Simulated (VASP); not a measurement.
Given:

```
InPd
1.0
    3.25000     0.00000     0.00000
    0.00000     3.25000     0.00000
    0.00000     0.00000     3.25000
In Pd
1 1
Cartesian
  1.62500   1.62500   1.62500
  0.00000   0.00000   0.00000
```

The numbers are results of r2SCAN meta-GGA, VASP's PBE PAW potentials (set 64) (plane waves; VASP), not measurements. Run with 520 eV cut-off, 10×10×10 Γ-centred mesh, first-order Methfessel-Paxton smearing of 0.10 eV, potentials In_d Pd.

Energy and stress use the plane-wave basis of the starting cell.

Problem. The ions, cell shape and volume are relaxed. Give the cell that the relaxation ends in.

Solution. 
```
InPd
1.0
    3.27337     0.00000     0.00000
    0.00000     3.27337     0.00000
    0.00000     0.00000     3.27337
In Pd
1 1
Direct
  0.50000   0.50000   0.50000
  0.00000   0.00000   0.00000
```
Space group Pm-3m (221), at a tolerance of 0.03 Å.

Problem. How do energy and volume change from the first to the last step?

Solution. The energy (σ→0) changes by -3.4 meV/atom and the volume by +2.2 %, in 3 ionic steps.

The compound is PdIn in the CsCl type structure. This run relaxes it. Symmetry was kept, so distortions that lower it aren't found. The electron count is odd and the run is not spin-polarised, which forces a metal.
